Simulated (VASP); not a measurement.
Here is the system:

```
ZnSe
1.0
    0.00000     2.87748     2.87748
    2.87748     0.00000     2.87748
    2.87748     2.87748     0.00000
Zn Se
1 1
Direct
  0.00000   0.00000   0.00000
  0.25000   0.25000   0.25000
```

Level of theory: SCAN meta-GGA, VASP's PBE PAW potentials (set 64) (plane waves; VASP 6.6.1). Numerical set-up: 520 eV cut-off, 8×8×8 Γ-centred mesh, Gaussian smearing of 0.050 eV, potentials Zn Se.

**Question.** Predict the energy per atom (σ→0), pressure, band gap (on the k-mesh) with the smallest direct gap where there is one.

**Answer.** 
The band gap (on the k-mesh) is 1.57 eV and the smallest direct gap (on the k-mesh) is 1.57 eV. The energy per atom (σ→0) is -17.555 eV/atom. The pressure is -3.23 GPa.

Only differences to runs with the same potentials and settings are physical.

The compound is ZnSe in the zinc blende structure. This cell is one point of a volume scan, at 1.06 of the reference volume.
